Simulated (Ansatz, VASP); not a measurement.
# Two plane-wave programs on ZnHgO2

```
Zn Hg O
1.0
     4.00922    0.00000    0.00000
     0.00000    4.00922    0.00000
     0.00000    0.00000    3.30459
Zn Hg O
1 1 2
Cartesian
  0.0000 0.0000 0.0000
  2.0046 2.0046 1.6523
  2.0046 0.0000 0.0000
  0.0000 2.0046 0.0000
```

The cell was built by a generator and needn't be a form met in nature.

Alike in both runs: task relaxation of cell and atoms; functional PBE; k mesh 5 × 5 × 6; occupations fermi-dirac, width 0.05 eV; no spin polarisation.

|  | VASP | Ansatz |
| --- | --- | --- |
| version | VASP 6.6.1 | Ansatz 0.2.0 |
| potentials or method | VASP PAW PBE potentials, release 54 (Zn, Hg, O) | Ansatz PAW |
| plane-wave cutoff (eV) | 900 | 420 |
| valence electrons in the cell | 36 | 44 |

Ansatz gave:

```
gap on the k mesh at the Fermi level, each at its own relaxed structure (eV) : none
relaxed volume (Å³/atom)                                                     : 13.29
relaxed cell length with the largest relative difference (Å)                 : 4.010
```

Task: Which values does VASP return?

Result: gap on the k mesh at the Fermi level, each at its own relaxed structure (eV): none; relaxed volume (Å³/atom): 13.39; relaxed cell length with the largest relative difference (Å): 4.022.

A gap of «none» marks a metal or a gap that the smearing closes. The two sets of potentials don't hold the same shells in valence.

Caveats: the plane-wave basis is chosen anew once the cell has moved, so the energies of steps on either side of that aren't comparable (Ansatz); the pressure holds a Pulay correction of +0.6 GPa for the finite cutoff (Ansatz). Spin-orbit coupling is left out, which matters for the levels of Hg.
